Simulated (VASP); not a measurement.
OSZICAR of a VASP run on WSi$_{2}$ (MoSi2 type):

### OSZICAR
```
       N       E                     dE             d eps       ncg     rms          rms(c)
DAV:   1     0.123638676630E+03    0.12364E+03   -0.11011E+04  7320   0.145E+03
DAV:   2    -0.232704911644E+02   -0.14691E+03   -0.14489E+03  8321   0.358E+02
DAV:   3    -0.274027375261E+02   -0.41322E+01   -0.40563E+01  9798   0.517E+01
DAV:   4    -0.274308728090E+02   -0.28135E-01   -0.28125E-01  8202   0.497E+00
DAV:   5    -0.274312029136E+02   -0.33010E-03   -0.33010E-03  9966   0.543E-01    0.285E+01
DAV:   6    -0.267121843488E+02    0.71902E+00   -0.36411E+00  8832   0.149E+01    0.106E+01
DAV:   7    -0.266141920985E+02    0.97992E-01   -0.21655E-01  8076   0.290E+00    0.465E+00
DAV:   8    -0.265926302999E+02    0.21562E-01   -0.37067E-02  9644   0.166E+00    0.302E-01
DAV:   9    -0.265920631142E+02    0.56719E-03   -0.10836E-03  8615   0.274E-01    0.166E-01
DAV:  10    -0.265919379532E+02    0.12516E-03   -0.27522E-04  8986   0.169E-01    0.417E-02
DAV:  11    -0.265919340012E+02    0.39520E-05   -0.27759E-05  9182   0.430E-02    0.148E-02
DAV:  12    -0.265919340623E+02   -0.61095E-07   -0.92496E-07  5578   0.757E-03
   1 F= -.21776039E+02 E0= -.21775920E+02  d E =-.217760E+02
       N       E                     dE             d eps       ncg     rms          rms(c)
DAV:   1    -0.280657855696E+02   -0.14739E+01   -0.52477E+01  8188   0.920E+01    0.242E+01
DAV:   2    -0.260435236150E+02    0.20223E+01   -0.80618E+00  8006   0.289E+01    0.343E+00
DAV:   3    -0.258596226395E+02    0.18390E+00   -0.29921E-01  8853   0.557E+00    0.196E+00
DAV:   4    -0.258117542407E+02    0.47868E-01   -0.86002E-02  7978   0.283E+00    0.164E+00
DAV:   5    -0.258100420819E+02    0.17122E-02   -0.12159E-02  9350   0.115E+00    0.564E-01
DAV:   6    -0.258098590167E+02    0.18307E-03   -0.27204E-03  8349   0.369E-01    0.561E-02
DAV:   7    -0.258098334294E+02    0.25587E-04   -0.17159E-04  8790   0.117E-01    0.321E-02
DAV:   8    -0.258098327535E+02    0.67582E-06   -0.45067E-06  8888   0.194E-02
   2 F= -.21531659E+02 E0= -.21531545E+02  d E =0.244379E+00
       N       E                     dE             d eps       ncg     rms          rms(c)
DAV:   1    -0.277923635464E+02   -0.19825E+01   -0.30434E+01  8328   0.747E+01    0.164E+01
DAV:   2    -0.266131797497E+02    0.11792E+01   -0.77095E+00  8167   0.235E+01    0.214E+00
DAV:   3    -0.265075560767E+02    0.10562E+00   -0.34510E-01  7628   0.398E+00    0.110E+00
DAV:   4    -0.264814210204E+02    0.26135E-01   -0.55427E-02  9168   0.215E+00    0.782E-01
DAV:   5    -0.264802115807E+02    0.12094E-02   -0.97417E-03  9056   0.100E+00    0.604E-01
DAV:   6    -0.264799115843E+02    0.30000E-03   -0.28954E-03  8153   0.382E-01    0.324E-02
DAV:   7    -0.264799088451E+02    0.27392E-05   -0.62815E-05  8972   0.629E-02    0.220E-02
DAV:   8    -0.264799076530E+02    0.11922E-05   -0.60973E-06  8993   0.173E-02    0.107E-02
DAV:   9    -0.264799078335E+02   -0.18052E-06   -0.58310E-07  4360   0.671E-03
   3 F= -.21816481E+02 E0= -.21816345E+02  d E =-.404424E-01
       N       E                     dE             d eps       ncg     rms          rms(c)
DAV:   1    -0.264753926549E+02    0.45150E-02   -0.41566E-03  8419   0.836E-01    0.196E-01
DAV:   2    -0.264752312119E+02    0.16144E-03   -0.88540E-04  8286   0.263E-01    0.248E-02
DAV:   3    -0.264752175849E+02    0.13627E-04   -0.31283E-05  7866   0.422E-02    0.138E-02
DAV:   4    -0.264752140970E+02    0.34879E-05   -0.73717E-06  8902   0.265E-02    0.123E-02
DAV:   5    -0.264752143713E+02   -0.27436E-06   -0.92068E-07  4003   0.104E-02
   4 F= -.21816531E+02 E0= -.21816395E+02  d E =-.404924E-01
       N       E                     dE             d eps       ncg     rms          rms(c)
DAV:   1    -0.264721724370E+02    0.30417E-02   -0.17873E-03  8328   0.549E-01    0.128E-01
DAV:   2    -0.264721034973E+02    0.68940E-04   -0.37535E-04  8251   0.172E-01    0.163E-02
DAV:   3    -0.264720977056E+02    0.57917E-05   -0.13301E-05  7915   0.278E-02    0.899E-03
DAV:   4    -0.264720962996E+02    0.14060E-05   -0.30406E-06  6504   0.173E-02    0.822E-03
DAV:   5    -0.264720965321E+02   -0.23256E-06   -0.51457E-07  3793   0.835E-03
   5 F= -.21816522E+02 E0= -.21816385E+02  d E =-.404834E-01
       N       E                     dE             d eps       ncg     rms          rms(c)
DAV:   1    -0.264708908794E+02    0.12054E-02   -0.56113E-02  8230   0.246E+00    0.219E-01
DAV:   2    -0.264697132940E+02    0.11776E-02   -0.22171E-03  9182   0.417E-01    0.110E-01
DAV:   3    -0.264693480524E+02    0.36524E-03   -0.90981E-04  9238   0.246E-01    0.456E-02
DAV:   4    -0.264693454074E+02    0.26450E-05   -0.56347E-05  8013   0.586E-02    0.118E-02
DAV:   5    -0.264693450006E+02    0.40687E-06   -0.36504E-06  8362   0.164E-02
   6 F= -.21817025E+02 E0= -.21816837E+02  d E =-.502954E-03
       N       E                     dE             d eps       ncg     rms          rms(c)
DAV:   1    -0.264701561388E+02   -0.81073E-03   -0.25656E-03  8244   0.527E-01    0.478E-02
DAV:   2    -0.264701019588E+02    0.54180E-04   -0.10199E-04  9147   0.901E-02    0.239E-02
DAV:   3    -0.264700850403E+02    0.16919E-04   -0.41289E-05  9238   0.517E-02    0.963E-03
DAV:   4    -0.264700847911E+02    0.24920E-06   -0.24146E-06  7450   0.121E-02
   7 F= -.21817063E+02 E0= -.21816886E+02  d E =-.541461E-03
       N       E                     dE             d eps       ncg     rms          rms(c)
DAV:   1    -0.264787167776E+02   -0.86317E-02   -0.15319E-02  8216   0.151E+00    0.337E-01
DAV:   2    -0.264782464645E+02    0.47031E-03   -0.21651E-03  8202   0.436E-01    0.534E-02
DAV:   3    -0.264781884467E+02    0.58018E-04   -0.11055E-04  8524   0.845E-02    0.236E-02
DAV:   4    -0.264781751232E+02    0.13324E-04   -0.27328E-05  9112   0.507E-02    0.217E-02
DAV:   5    -0.264781738571E+02    0.12661E-05   -0.30408E-06  7534   0.169E-02    0.873E-03
DAV:   6    -0.264781735063E+02    0.35084E-06   -0.75562E-07  3877   0.658E-03
   8 F= -.21817051E+02 E0= -.21816870E+02  d E =0.128175E-04
       N       E                     dE             d eps       ncg     rms          rms(c)
DAV:   1    -0.264739632032E+02    0.42107E-02   -0.45609E-03  8230   0.824E-01    0.184E-01
DAV:   2    -0.264738246766E+02    0.13853E-03   -0.63702E-04  8223   0.237E-01    0.293E-02
DAV:   3    -0.264738077272E+02    0.16949E-04   -0.32567E-05  8489   0.460E-02    0.129E-02
DAV:   4    -0.264738043727E+02    0.33545E-05   -0.81081E-06  9112   0.276E-02    0.118E-02
DAV:   5    -0.264738046461E+02   -0.27336E-06   -0.83576E-07  4003   0.914E-03
   9 F= -.21817100E+02 E0= -.21816921E+02  d E =-.365016E-04
```

Task: Which electronic solver shows in the log?

Result: It is blocked Davidson (ALGO = Normal, or the opening steps of other solvers). The INCAR had ALGO = Normal.

Task: Can the final energy be trusted as converged?

Result: Self-consistency was reached. It stopped with EDIFF = 1E-6, NELM = 100, NSW = 40 and EDIFFG = -0.02 after 9 ionic steps (PBEsol GGA, plane waves, VASP's PBE PAW potentials (set 64)). Energy and stress use the plane-wave basis of the starting cell.

The compound is WSi2 in the MoSi2 type structure. This run relaxes it under an external pressure of 20 GPa. Symmetry was kept, so distortions that lower it aren't found.
